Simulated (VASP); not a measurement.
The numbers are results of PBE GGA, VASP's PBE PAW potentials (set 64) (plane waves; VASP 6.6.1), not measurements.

The input files of a VASP run:

### INCAR
```
! general
SYSTEM  = Ir
PREC    = Accurate
ENCUT   = 400
LREAL   = F   ! projection in real space or not
LASPH   = F   ! aspherical one-centre terms

! electronic loop
EDIFF   = 1E-6
NELM    = 100
ALGO    = Normal
LMAXMIX = 6   ! l cut-off of mixed one-centre charges

! smearing
ISMEAR  = 1
SIGMA   = 0.1   ! width (eV)

! functional
GGA     = PE

! ions
ISIF    = 2   ! forces and stress, cell fixed

! output
LWAVE   = F
LCHARG  = F
```

### KPOINTS
```
Automatic mesh
0
Gamma
15 15 15
0 0 0
```

### POSCAR
```
Ir
1
    0.0000000000     1.9200000000     1.9200000000
    1.9200000000     0.0000000000     1.9200000000
    1.9200000000     1.9200000000     0.0000000000
Ir
1
Direct
  0.0000000000   0.0000000000   0.0000000000
```

POTCAR, in this order: Ir (PBE.64 set). Program: vasp_std.

Output of the run:

### OUTCAR
```
 ion  position               nearest neighbor table
   1  0.000  0.000  0.000-
  LATTYP: Found a face centered cubic cell.
 ALAT       =     3.8400000000
 Subroutine PRICEL returns:
 Original cell was already a primitive cell.
 Subroutine GETGRP returns: Found 48 space group operations
The static configuration has the point symmetry O_h .
The dynamic configuration has the point symmetry O_h .
 Subroutine INISYM returns: Found 48 space group operations
 Subroutine IBZKPT returns following result:
 Found    120 irreducible k-points:

 Following reciprocal coordinates:
            Coordinates               Weight
  0.000000  0.000000  0.000000      1.000000
  0.066667  0.000000  0.000000      8.000000
  0.133333  0.000000  0.000000      8.000000
  0.200000  0.000000  0.000000      8.000000
  0.266667  0.000000  0.000000      8.000000
  0.333333  0.000000  0.000000      8.000000
  0.400000  0.000000  0.000000      8.000000
  0.466667  0.000000  0.000000      8.000000
  0.066667  0.066667  0.000000      6.000000
  0.133333  0.066667  0.000000     24.000000
  0.200000  0.066667  0.000000     24.000000
  0.266667  0.066667  0.000000     24.000000
  0.333333  0.066667  0.000000     24.000000
  0.400000  0.066667  0.000000     24.000000
  0.466667  0.066667  0.000000     24.000000
 -0.466667  0.066667  0.000000     24.000000
 -0.400000  0.066667  0.000000     24.000000
 -0.333333  0.066667  0.000000     24.000000
 -0.266667  0.066667  0.000000     24.000000
 -0.200000  0.066667  0.000000     24.000000
 -0.133333  0.066667  0.000000     24.000000
 -0.066667  0.066667  0.000000     12.000000
  0.133333  0.133333  0.000000      6.000000
  0.200000  0.133333  0.000000     24.000000
  0.266667  0.133333  0.000000     24.000000
...
```

### OSZICAR
```
       N       E                     dE             d eps       ncg     rms          rms(c)
DAV:   1     0.310449196306E+02    0.31045E+02   -0.38087E+03  2080   0.814E+02
DAV:   2    -0.890369461892E+01   -0.39949E+02   -0.37747E+02  1928   0.180E+02
DAV:   3    -0.939764917825E+01   -0.49395E+00   -0.49343E+00  2752   0.268E+01
DAV:   4    -0.940069013115E+01   -0.30410E-02   -0.30408E-02  2552   0.152E+00
DAV:   5    -0.940070122229E+01   -0.11091E-04   -0.11091E-04  2784   0.595E-02    0.152E+01
DAV:   6    -0.893920180184E+01    0.46150E+00   -0.94894E-01  2216   0.135E+01    0.629E+00
DAV:   7    -0.884958699047E+01    0.89615E-01   -0.31901E-01  2488   0.731E+00    0.153E+00
DAV:   8    -0.884453899179E+01    0.50480E-02   -0.18835E-03  2104   0.666E-01    0.675E-01
DAV:   9    -0.884312479196E+01    0.14142E-02   -0.11400E-03  2472   0.550E-01    0.119E-02
DAV:  10    -0.884313053470E+01   -0.57427E-05   -0.51890E-06  2640   0.237E-02    0.708E-03
DAV:  11    -0.884313098117E+01   -0.44647E-06   -0.24652E-07  1632   0.521E-03
   1 F= -.88431310E+01 E0= -.88430178E+01  d E =-.339649E-03
```

File OUTCAR:
```
------------------------ aborting loop because EDIFF is reached ----------------------------------------
  FORCE on cell =-STRESS in cart. coord.  units (eV):
  Direction    XX          YY          ZZ          XY          YZ          ZX
  --------------------------------------------------------------------------------------
  Total        0.8238505      0.8238505      0.8238505      0.0000000     -0.0000000      0.0000000
  in kB       93.2449481     93.2449481     93.2449481      0.0000000     -0.0000000      0.0000000
  external PRESSURE =      93.2449481 kB  Pullay stress =       0.0000000 kB
  volume of cell :       14.16
      direct lattice vectors                 reciprocal lattice vectors
     0.000000000  1.920000000  1.920000000    -0.260416667  0.260416667  0.260416667
     1.920000000  0.000000000  1.920000000     0.260416667 -0.260416667  0.260416667
     1.920000000  1.920000000  0.000000000     0.260416667  0.260416667 -0.260416667
 POSITION                                       TOTAL-FORCE (eV/Angst)
 -----------------------------------------------------------------------------------
      0.00000      0.00000      0.00000         0.000000      0.000000      0.000000
 -----------------------------------------------------------------------------------
    total drift:                                0.000000     -0.000000      0.000000
  FREE ENERGIE OF THE ION-ELECTRON SYSTEM (eV)
  ---------------------------------------------------
  free  energy   TOTEN  =        -8.8431309812 eV

  energy  without entropy=       -8.8427913320  energy(sigma->0) =       -8.84301776
```
(Selected blocks of OUTCAR.)

The compound is Ir in the fcc structure. The cell was not relaxed at this level. The run is one of a series of settings (LASPH = .FALSE. against the base run), some of them coarse on purpose.
